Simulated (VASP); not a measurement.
# Quasiparticle energies of CuI (Marshite) in VASP, part 6 of 6

Wanted: how far GW moves the Kohn-Sham levels of CuI (Marshite). The cell is of the zinc-blende type, one of the forms listed for this formula. The start is a cell from a database of measured crystal structures.

VASP 6.6.1, plane waves and PAW; the level of theory is named at each step.

So far. Step 5 (evGW): GW takes the gap from 0.964 to 2.788 eV. That is +336 meV against evGW0 on LDA. The last pass still moved it by +70 meV. Spin-orbit coupling is left out. The value holds for 308 bands, ENCUTGW = 180 eV and this mesh, and isn't shown to be converged in them. Step 7 (Orbitals for another starting point): The run ends at a pressure of -4.50 GPa.

The database entry behind the starting cell differs from later determinations by our own check (about 0.15 % long (mineral sample)), so it need not match the best structure at ambient conditions.

**10. G0W0**

This step: G0W0 on HSE06; plane waves and PAW (I_GW, Cu_GW) (VASP 6.6.1).

One pass of GW corrects the levels to first order, with G and W from the starting orbitals.

File INCAR:

```
SYSTEM = CuI
PREC = Accurate
ENCUT = 440
ISMEAR = 0
SIGMA = 0.01
LREAL = .FALSE.
LHFCALC = .TRUE.
AEXX = 0.25
GGA = PE
HFSCREEN = 0.2
LASPH = .TRUE.
NBANDS = 308
PRECFOCK = Fast
ALGO = EVGW0
NELMGW = 1
ENCUTGW = 180
NOMEGA = 48
NBANDSGW = 20
LWAVE = .FALSE.
LCHARG = .FALSE.
```

File POSCAR:

```
CuI
1.0
    0.0000000000      3.0315000000      3.0315000000
    3.0315000000      0.0000000000      3.0315000000
    3.0315000000      3.0315000000      0.0000000000
I Cu
1 1
Direct
    0.0000000000      0.0000000000      0.0000000000
    0.7500000000      0.7500000000      0.7500000000
```

File KPOINTS:

```
Automatic mesh
0
Gamma
6 6 6
0 0 0
```

Potentials, in the order of the species: I_GW and Cu_GW (LDA family, release 64).

The run starts from files that an earlier step left in the folder.

Launch:

```
$ mpirun -np 4 vasp_std
```

The log of the run:

```text
[banner, memory and clock lines left out]
running    4 mpi-ranks, on    1 nodes
 distrk:  each k-point on    4 cores,    1 groups
 distr:  one band on    1 cores,    4 groups

 POSCAR found type information on POSCAR I Cu
 POSCAR found :  2 types and       2 ions
 [... a notice as in an earlier step ...]

 [... a notice as in an earlier step ...]

 LDA part: xc-table for (Slater+PW92), standard interpolation
 found WAVECAR, reading the header
 POSCAR, INCAR and KPOINTS ok, starting setup
 FFT: planning ... GRIDC
 FFT: planning ... GRID_SOFT
 FFT: planning ... GRID
 reading WAVECAR
 the WAVECAR file was read successfully
 initial charge from wavefunction
 available memory per node:    299.20 GB, setting MAXMEM to    306376

 The Fermi energy was updated, please check that it is located mid-gap
 values below the HOMO (VB) or above the LUMO (CB) will cause erroneous energies
 E-fermi :   4.3654

 calculate exact exchange contribution
 the WAVEDER file was read successfully
energies w=
    0.000    0.000    0.612    0.000    1.222    0.000    1.826    0.000
    2.424    0.000    3.013    0.000    3.592    0.000    4.161    0.000
    4.719    0.000    5.267    0.000    5.805    0.000    6.334    0.000
    6.856    0.000    7.372    0.000    7.883    0.000    8.391    0.000
    8.899    0.000    9.408    0.000    9.920    0.000   10.438    0.000
   10.965    0.000   11.504    0.000   12.057    0.000   12.628    0.000
   13.222    0.000   13.843    0.000   14.496    0.000   15.189    0.000
   15.927    0.000   16.721    0.000   17.581    0.000   18.521    0.000
   19.557    0.000   20.710    0.000   22.008    0.000   23.485    0.000
   25.189    0.000   27.181    0.000   29.550    0.000   32.419    0.000
   35.975    0.000   40.499    0.000   46.453    0.000   54.635    0.000
   66.567    0.000   85.540    0.000  120.265    0.000  203.800    0.000
 responsefunction array rank=     312
 LDA part: xc-table for (Slater+PW92), standard interpolation

 min. memory requirement per mpi rank    715.6 MB, per node   2862.2 MB

 allocating  12 responsefunctions rank=   312
 shmem allocating  48 responsefunctions rank=   312
 response function shared by NCSHMEM nodes    1
 Doing           12  frequencies on each core in blocks of           48
NQ=   1    0.0000    0.0000    0.0000,
|.........|.........|.........|.........|.........|.........|.........|.........
 performed       1359000 updates of chi_q(r,r)
 total number of BLAS operations       1025.15 Gflops
NQ=   2    0.1667    0.0000    0.0000,
|.........|.........|.........|.........|.........|.........|.........|.........
 performed       3556000 updates of chi_q(r,r)
 total number of BLAS operations       2714.51 Gflops
NQ=   3    0.3333    0.0000    0.0000,
|.........|.........|.........|.........|.........|.........|.........|.........
 performed       5753000 updates of chi_q(r,r)
 total number of BLAS operations       4317.79 Gflops
NQ=   4    0.5000    0.0000    0.0000,
|.........|.........|.........|.........|.........|.........|.........|.........
 performed       7654000 updates of chi_q(r,r)
 total number of BLAS operations       5705.34 Gflops
NQ=   5    0.1667    0.1667    0.0000,
|.........|.........|.........|.........|.........|.........|.........|.........
 performed       9851000 updates of chi_q(r,r)
 total number of BLAS operations       7319.27 Gflops
NQ=   6    0.3333    0.1667    0.0000,
|.........|.........|.........|.........|.........|.........|.........|.........
 performed      13107000 updates of chi_q(r,r)
 total number of BLAS operations       9743.06 Gflops
NQ=   7    0.5000    0.1667    0.0000,
|.........|.........|.........|.........|.........|.........|.........|.........
 performed      16363000 updates of chi_q(r,r)
 total number of BLAS operations      12198.75 Gflops
NQ=   8   -0.3333    0.1667    0.0000,
|.........|.........|.........|.........|.........|.........|.........|.........
 performed      19619000 updates of chi_q(r,r)
 total number of BLAS operations      14670.46 Gflops
NQ=   9   -0.1667    0.1667    0.0000,
|.........|.........|.........|.........|.........|.........|.........|.........
 performed      22481000 updates of chi_q(r,r)
 total number of BLAS operations      16773.01 Gflops
NQ=  10    0.3333    0.3333    0.0000,
|.........|.........|.........|.........|.........|.........|.........|.........
 performed      24678000 updates of chi_q(r,r)
 total number of BLAS operations      18462.36 Gflops
NQ=  11    0.5000    0.3333    0.0000,
|.........|.........|.........|.........|.........|.........|.........|.........
 performed      27934000 updates of chi_q(r,r)
 total number of BLAS operations      20854.47 Gflops
NQ=  12   -0.3333    0.3333    0.0000,
|.........|.........|.........|.........|.........|.........|.........|.........
 performed      30796000 updates of chi_q(r,r)
 total number of BLAS operations      23041.12 Gflops
NQ=  13    0.5000    0.5000    0.0000,
|.........|.........|.........|.........|.........|.........|.........|.........
 performed      32525000 updates of chi_q(r,r)
 total number of BLAS operations      24302.82 Gflops
NQ=  14    0.5000    0.3333    0.1667,
|.........|.........|.........|.........|.........|.........|.........|.........
 performed      36151000 updates of chi_q(r,r)
 total number of BLAS operations      27001.67 Gflops
NQ=  15   -0.3333    0.3333    0.1667,
|.........|.........|.........|.........|.........|.........|.........|.........
 performed      39580000 updates of chi_q(r,r)
 total number of BLAS operations      29537.12 Gflops
NQ=  16   -0.3333    0.5000    0.1667,
|.........|.........|.........|.........|.........|.........|.........|.........
 performed      42454000 updates of chi_q(r,r)
 total number of BLAS operations      31662.68 Gflops
 resolving degeneracies of screened two electron integrals

 calculate QP shifts <psi_nk| G(iteration)W_0 |psi_nk>: iteration 1
 entering main loop
```

It took 9.1 min on 4 MPI ranks of Intel Xeon 6975P-C (Granite Rapids), shared host; peak memory 3.2 GiB; 34 min of CPU time.

Parts of OUTCAR (step 10):

```text
   NELECT =      18.0000    total number of electrons

 E-fermi :   4.3654

 QP shifts <psi_nk| G(iteration)W_0 |psi_nk>: iteration 1
 for sc-GW calculations column KS-energies equals QP-energies in previous step
 and V_xc(KS)=  KS-energies - (<T + V_ion + V_H > + <T+V_H+V_ion>^1  + <V_x>^1)
 k-point   1 :       0.0000    0.0000    0.0000
  band No.  KS-energies  QP-energies   sigma(KS)   V_xc(KS)     V^pw_x(r,r')   Z            occupation Imag(sigma)
    ...
      6       0.5594       0.9243     -20.9222     -21.4501     -28.6719       0.6913       2.0000       0.0739
      7       3.0518       2.9187     -17.5426     -17.3692     -21.2737       0.7672       2.0000       0.0078
      8       3.0518       2.9187     -17.5426     -17.3692     -21.2737       0.7672       2.0000       0.0078
      9       3.0518       2.9187     -17.5426     -17.3692     -21.2737       0.7672       2.0000       0.0078
     10       5.6790       5.7492      -8.4927      -8.5781      -4.6723       0.8229       0.0000      -0.1097
     11       9.4511       9.5162      -8.6386      -8.7193      -4.6331       0.8071       0.0000      -0.0848
     12       9.4511       9.5162      -8.6386      -8.7193      -4.6331       0.8071       0.0000      -0.0848
     13       9.4511       9.5162      -8.6386      -8.7193      -4.6331       0.8071       0.0000      -0.0848
    ...

 k-point   2 :       0.1667    0.0000    0.0000
  band No.  KS-energies  QP-energies   sigma(KS)   V_xc(KS)     V^pw_x(r,r')   Z            occupation Imag(sigma)
    ...
      6       0.5510       0.9156     -20.8946     -21.4225     -28.6401       0.6907       2.0000       0.0744
      7       2.0044       2.0316     -18.2149     -18.2514     -23.1217       0.7433       2.0000       0.0257
      8       2.8289       2.6993     -17.4869     -17.3177     -21.3347       0.7652       2.0000       0.0102
      9       2.8289       2.6993     -17.4869     -17.3177     -21.3347       0.7652       2.0000       0.0102
     10       6.6049       6.6823      -8.8538      -8.9486      -4.9698       0.8163       0.0000      -0.1074
     11       9.4066       9.4409      -8.6924      -8.7350      -4.6963       0.8059       0.0000      -0.0974
     12       9.8190       9.8870      -8.7500      -8.8345      -4.6759       0.8042       0.0000      -0.0888
     13       9.8190       9.8870      -8.7500      -8.8345      -4.6759       0.8042       0.0000      -0.0888
    ...

[... 8 parts as in an earlier step ...]

[... 8 further parts left out ...]
```

This step gave:

| Quantity | Value |
| --- | --- |
| quasiparticle gap on the mesh | 2.831 eV |
| smallest direct quasiparticle gap on the mesh | 2.831 eV |
| gap of the starting orbitals on the mesh | 2.627 eV |

GW takes the gap from 2.627 to 2.831 eV. That is +662 meV against the one-shot pass on LDA. Spin-orbit coupling is left out. The value holds for 308 bands, ENCUTGW = 180 eV and this mesh, and isn't shown to be converged in them.

**11. Summary**

This step: GW series: evGW0 on LDA, evGW on LDA, G0W0 on HSE06; plane waves and PAW (VASP 6.6.1).

Derived from the runs above.

Cost is wall time times ranks on a shared host, with the step that makes the empty bands. GW runs:

```
        level  bands  ENCUTGW (eV)  NOMEGA  k mesh  starting gap (eV)  quasiparticle gap (eV)  direct gap (eV)  cost (core minutes)
 evGW0 on LDA    308           180      48   6x6x6             0.9642                   2.451            2.451                133.4
  evGW on LDA    308           180      48   6x6x6             0.9642                   2.788            2.788                130.2
G0W0 on HSE06    308           180      48   6x6x6              2.627                    2.83             2.83                166.6
```

**12. Results**

```json
{
  "evGW0 on LDA, 308 bands, ENCUTGW 180 eV, NOMEGA 48, mesh 6×6×6": "0.964 → 2.451 eV",
  "evGW on LDA, 308 bands, ENCUTGW 180 eV, NOMEGA 48, mesh 6×6×6": "0.964 → 2.788 eV",
  "G0W0 on HSE06, 308 bands, ENCUTGW 180 eV, NOMEGA 48, mesh 6×6×6": "2.627 → 2.831 eV"
}
```

evGW0 gives a quasiparticle gap of 2.451 eV on the mesh, 1.49 eV over the LDA gap on the same mesh. On mesh and path the starting valence top lies at Γ and the conduction bottom at Γ, so the starting gap is direct. Both points lie on the GW mesh. Over the final values of the levels run here the gap spans 2.45 to 2.83 eV. In evGW0 the first pass, which is the one-shot result, gives 2.169 eV and pass 4 gives 2.451 eV; the last pass changed the gap by +14 meV, so more passes would move it further. In evGW the first pass, which is the one-shot result, gives 2.169 eV and pass 4 gives 2.788 eV; the last pass changed the gap by +70 meV, so more passes would move it further. One-shot gaps: 2.169 eV from LDA and 2.830 eV from HSE06. The starting gaps span 1.66 eV and the one-shot gaps 0.66 eV. Bands, response cutoff and mesh weren't tested for convergence. The QPGW0 run ended without a result (timeout). In Cu_GW the d shell is in the valence without all the semicore s and p states of the same shell; those stay frozen in the core, and how far that moves the GW gap wasn't tested here. Spin-orbit coupling is left out; with I and Cu in the cell it can split or shift band edges, by an amount that depends on which atoms form them and isn't tested here. The given cell is kept, although it stands at -4.7 GPa at LDA and ENCUT = 440 eV, which holds the mismatch of the given cell with this functional and any basis-set error. Not tabulated here, as repeats of values shown or as unfit to read for their mesh, reference level or band range: eps2 curves (empty bands); eps1 curves and static values (empty bands); gaps (empty bands).

[Lines on the potential files, build, host, timing and source positions are cut from VASP's logs without a mark.]

[Logs are printed without paths, hosts, clocks, repeated set-up lines and the standing remarks that a program may print on its own settings, such as how far it seeks lower states.]

[Hosts, paths, dates, database ids (printed as entryN), source tags and the programs' standing remarks are cut or masked in the printed files.]

[Pressures printed for these runs are not shown converged in the cutoff: they can be off by several GPa and have the wrong sign.]
